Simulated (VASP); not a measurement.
# A VASP study of MnAl2O4 (r2SCAN): structure first, properties next, part 4 of 6

How well does r2SCAN reproduce what experiment finds for MnAl2O4? The cell is relaxed first, and properties follow on it. The start is a computed cell from the Materials Project.

VASP 6.6.1; r2SCAN, spin-polarised from a ferromagnetic start; plane waves and PAW (Mn_pv, Al, O).

Still holding for the runs below: The magnetic state follows from one typed start and may not be the lowest. Experiment finds antiferromagnetic order in this phase (below 40 K, arxiv:1405.4694), so this ferromagnetic run describes another state.

So far, gap on the k-mesh (eV): step 2 (full relaxation (r2SCAN)) 2.52. The relaxed cell has a = 8.195 Å (conventional setting).

### 5. Total and projected DOS (r2SCAN)

Here the states are counted by energy and projected on the atoms. The mesh is finer than in the run before.

Input file INCAR:

```
SYSTEM = MnAl2O4
PREC = Accurate
ENCUT = 520
EDIFF = 1E-06
NELM = 100
ISMEAR = -5
SIGMA = 0.05
LREAL = .FALSE.
ALGO = Normal
METAGGA = R2SCAN
LASPH = .TRUE.
NBANDS = 88
ISPIN = 2
MAGMOM = 4.46 4.46 0.009 0.009 0.009 0.009 0.046 0.046 0.046 0.046 0.046 0.046 0.046 0.046
LMAXMIX = 4
LORBIT = 11
LWAVE = .FALSE.
LCHARG = .FALSE.
KPAR = 8
NEDOS = 2001
```

Input file POSCAR:

```
MnAl2O4
1.0
    0.0000000000      4.0975837901      4.0975837901
    4.0975837901      0.0000000000      4.0975837901
    4.0975837901      4.0975837901      0.0000000000
Mn Al O
2 4 8
Direct
    0.7500000000      0.7500000000      0.7500000000
    0.5000000000      0.5000000000      0.5000000000
    0.1250000000      0.1250000000      0.6250000000
    0.6250000000      0.1250000000      0.1250000000
    0.1250000000      0.1250000000      0.1250000000
    0.1250000000      0.6250000000      0.1250000000
    0.8914200262      0.8914200262      0.8914200262
    0.3585799738      0.9242600785      0.3585799738
    0.3257399215      0.8914200262      0.8914200262
    0.8914200262      0.8914200262      0.3257399215
    0.3585799738      0.3585799738      0.3585799738
    0.8914200262      0.3257399215      0.8914200262
    0.3585799738      0.3585799738      0.9242600785
    0.9242600785      0.3585799738      0.3585799738
```

Input file KPOINTS:

```
Automatic mesh
0
Gamma
6 6 6
0 0 0
```

Potentials, in the order of the species: Mn_pv, Al and O (PBE family, release 64).

The run is started by

```
> mpirun -np 8 vasp_std
```

The program printed:

```text
[... set-up lines as in an earlier step ...]
 entering main loop
       N       E                     dE             d eps       ncg     rms          rms(c)
DAV:   1     0.770674406229E+03    0.77067E+03   -0.40823E+04  5656   0.105E+03
DAV:   2    -0.988820132230E+02   -0.86956E+03   -0.79695E+03  5904   0.320E+02
DAV:   3    -0.181235938082E+03   -0.82354E+02   -0.79626E+02  6368   0.108E+02
DAV:   4    -0.182849049441E+03   -0.16131E+01   -0.16063E+01  6392   0.154E+01
DAV:   5    -0.182870196472E+03   -0.21147E-01   -0.21140E-01  6504   0.173E+00    0.280E+01
DAV:   6    -0.144783215975E+03    0.38087E+02   -0.29963E+01  6920   0.313E+01    0.269E+01
DAV:   7    -0.145647331467E+03   -0.86412E+00   -0.64196E+00  6152   0.118E+01    0.177E+01
DAV:   8    -0.145779630787E+03   -0.13230E+00   -0.40634E-01  6576   0.363E+00    0.824E+00
DAV:   9    -0.145803450355E+03   -0.23820E-01   -0.18723E-01  6120   0.196E+00    0.149E+00
DAV:  10    -0.145821191915E+03   -0.17742E-01   -0.43508E-02  6240   0.129E+00    0.948E-01
DAV:  11    -0.145825772259E+03   -0.45803E-02   -0.59305E-03  6048   0.460E-01    0.223E-01
DAV:  12    -0.145826492473E+03   -0.72021E-03   -0.78157E-04  6328   0.170E-01    0.105E-01
DAV:  13    -0.145826568371E+03   -0.75899E-04   -0.20254E-04  6312   0.602E-02    0.512E-02
DAV:  14    -0.145826620377E+03   -0.52005E-04   -0.24694E-05  6360   0.266E-02    0.179E-02
DAV:  15    -0.145826609160E+03    0.11216E-04   -0.45874E-06  5832   0.111E-02    0.955E-03
DAV:  16    -0.145826616598E+03   -0.74379E-05   -0.10878E-06  4968   0.498E-03    0.225E-03
DAV:  17    -0.145826613286E+03    0.33123E-05   -0.12842E-07  3408   0.163E-03    0.894E-04
DAV:  18    -0.145826612473E+03    0.81278E-06   -0.20370E-08  3312   0.639E-04
   1 F= -.14582661E+03 E0= -.14582661E+03  d E =0.000000E+00  mag=    10.0000
```

Run time: 3.1 min. Hardware: 8 MPI ranks of AMD EPYC 9R45, shared host; peak memory 4.8 GiB; 24 min of CPU time.

From OUTCAR (step 5):

```text
   k-points           NKPTS =     16   k-points in BZ     NKDIM =     16   number of bands    NBANDS=     88

   NELECT =      86.0000    total number of electrons

 E-fermi :   6.8733

 spin component 1
 k-point     1 :       0.0000    0.0000    0.0000
  band No.  band energies     occupation
    ...
     44       6.2344      1.00000
     45       6.2344      1.00000
     46       6.8690      1.00000
     47       6.8690      1.00000
     48       6.8690      1.00000
     49       9.3914      0.00000
     50      13.7652      0.00000
     51      13.7652      0.00000
     52      13.7652      0.00000
     53      13.7898      0.00000
    ...

 k-point     2 :       0.1667    0.0000    0.0000
  band No.  band energies     occupation
    ...
     44       6.2501      1.00000
     45       6.2502      1.00000
     46       6.6085      1.00000
     47       6.8298      1.00000
     48       6.8299      1.00000
     49       9.8379      0.00000
     50      13.2891      0.00000
     51      13.8587      0.00000
     52      13.8588      0.00000
     53      14.0156      0.00000
    ...

  Total       -0.0011215     -0.0011215     -0.0011215     -0.0000000     -0.0000000      0.0000000
  in kB       -0.0130586     -0.0130586     -0.0130586     -0.0000000     -0.0000000      0.0000000
  external PRESSURE =      -0.0130586 kB  Pullay stress =       0.0000000 kB

 POSITION                                       TOTAL-FORCE (eV/Angst)
 -----------------------------------------------------------------------------------
      6.14638      6.14638      6.14638        -0.000000     -0.000000     -0.000000
      4.09758      4.09758      4.09758        -0.000000     -0.000000     -0.000000
      3.07319      3.07319      1.02440        -0.000000     -0.000000     -0.000000
      1.02440      3.07319      3.07319        -0.000000     -0.000000     -0.000000
      1.02440      1.02440      1.02440        -0.000000     -0.000000     -0.000000
      3.07319      1.02440      3.07319        -0.000000     -0.000000     -0.000000
      7.30534      7.30534      7.30534        -0.003963     -0.003963     -0.003963
      5.25654      2.93862      5.25654        -0.003963      0.003963     -0.003963
      7.30534      4.98741      4.98741        -0.003963      0.003963      0.003963
      4.98741      4.98741      7.30534         0.003963      0.003963     -0.003963
      2.93862      2.93862      2.93862         0.003963      0.003963      0.003963
      4.98741      7.30534      4.98741         0.003963     -0.003963      0.003963
      5.25654      5.25654      2.93862        -0.003963     -0.003963      0.003963
      2.93862      5.25654      5.25654         0.003963     -0.003963     -0.003963
 -----------------------------------------------------------------------------------
    total drift:                               -0.000000     -0.000000      0.000000

  FREE ENERGIE OF THE ION-ELECTRON SYSTEM (eV)
  ---------------------------------------------------
  free  energy   TOTEN  =      -145.8266124732 eV

  energy  without entropy=     -145.8266124732  energy(sigma->0) =     -145.82661247

 magnetization (x)
# of ion       s       p       d       tot
------------------------------------------
    1        0.022   0.062   4.376   4.460
    2        0.022   0.062   4.376   4.460
    3        0.004   0.004   0.000   0.009
    4        0.004   0.004   0.000   0.009
    5        0.004   0.004   0.000   0.009
    6        0.004   0.004   0.000   0.009
    7        0.004   0.042   0.000   0.046
    8        0.004   0.042   0.000   0.046
    9        0.004   0.042   0.000   0.046
   10        0.004   0.042   0.000   0.046
   11        0.004   0.042   0.000   0.046
   12        0.004   0.042   0.000   0.046
   13        0.004   0.042   0.000   0.046
   14        0.004   0.042   0.000   0.046
--------------------------------------------------
tot          0.093   0.482   8.753   9.327

[... 7 parts as in an earlier step ...]

[... 14 further parts left out ...]
```

This step gave:

```
irreducible k points : 16
free energy (TOTEN)  : -145.8266 eV
Fermi energy         : 6.873 eV
pressure             : -0.001306 GPa
```

The density of states has structure finer than the step of the table below, so its rows give means over 1 eV, whole bins alone (the curve runs from -12.0 to 8.06 eV). Peaks (eV: height): total down -3.7: 15.2, -3.3: 11.3, -3.0: 16.9, 3.9: 21.7; total up -4.1: 14.4, -3.7: 11.6, -1.6: 13.2, -0.7: 12.2; O p up -4.2: 6.66, -4.1: 8.43, -3.7: 7.37, -3.4: 7.85; O p down -4.1: 6.27, -3.7: 10.1, -3.3: 7.96, -3.0: 12.0; Mn d up -1.6: 11.1, -1.4: 7.32, -1.1: 6.21, -0.7: 7.02.

States under -12.0 eV and over 8.1 eV are left out. The density of states by energy, zero at the valence-band top; means over each step; 7 of 15 lines; values in states/eV/cell:

```
energy (eV)  total down  total up   O p up  O p down  Mn d up  Mn d down  Al p up
         -9           0         0        0         0        0          0        0
         -8        1.27      2.61     1.19     0.579   0.0881    0.00952   0.0277
         -7        5.34      4.44     2.11      2.62    0.227     0.0986    0.183
         -6        2.00      3.00     1.60      1.07    0.185     0.0281    0.132
         -5        3.27      4.47     2.41      1.94    0.615     0.0556    0.108
         -4        7.54      7.98     4.79      4.91    0.927      0.239    0.151
         -3        4.53      1.47    0.991      3.19   0.0770      0.126   0.0229
         -2           0      2.15    0.185         0     1.77          0   0.0125
         -1           0      5.63    0.951         0     3.90          0   0.0363
          0           0      2.20    0.478         0     1.45          0  0.00668
          1           0         0        0         0        0          0        0
          2           0         0        0         0        0          0        0
          3      0.0527    0.0802  0.00888   0.00188   1.2e-4     0.0303   6.9e-4
          4        7.93     0.285   0.0479     0.418  0.00241       5.87  0.00550
          5        2.34     0.616    0.128     0.123   0.0129       1.88   0.0162
          6       0.575     0.963    0.150    0.0771   0.0476      0.105   0.0317
          7        1.10      1.64    0.194     0.130   0.0851     0.0892   0.0633
```

The gap on this mesh is 2.52 eV. In the top eV of the valence band the largest shares in the PAW spheres are Mn d 65 % and O p 20 %; in the lowest eV of the conduction band, Mn d 25 %, O s 12 % and O p 8 %. The rest lies in smaller channels or between the spheres.

[end of part 4 of 6]

[Lines on the potential files, build, host, timing and source positions are cut from VASP's logs without a mark.]

[Logs are printed without paths, hosts, clocks, repeated set-up lines and the standing remarks that a program may print on its own settings, such as how far it seeks lower states.]

[Hosts, paths, dates, database ids (printed as entryN), source tags and the programs' standing remarks are cut or masked in the printed files.]

[A measured line is paired with the nearest computed mode of its activity, which favours agreement.]
